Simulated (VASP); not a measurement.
Energy against volume of MgH2 (rutile). All values below come from revTPSS meta-GGA, VASP's PBE PAW potentials (set 64) (plane waves; VASP). Run with 520 eV cut-off, 5×5×7 Γ-centred mesh, Gaussian smearing of 0.050 eV, potentials Mg H.

Shape and ions are relaxed at each volume.

```tsv
V (Å³/atom)	E (eV/atom)
9.319	-3.71277
9.616	-3.71788
9.914	-3.71956
10.211	-3.71823
```

Q: Fit these four points and predict the energy of the run at 10.508 Å³/atom.

A: A cubic in V^(−2/3), the third-order Birch-Murnaghan form, passes through the four points with V0 = 9.92 Å³/atom and B0 = 54 GPa, and gives -3.7143 eV/atom there. The run gave -3.7143 eV/atom, -0.0 meV/atom from the fit; all five points give B0 = 54 GPa.

The compound is MgH2 in the rutile structure. It was relaxed first.
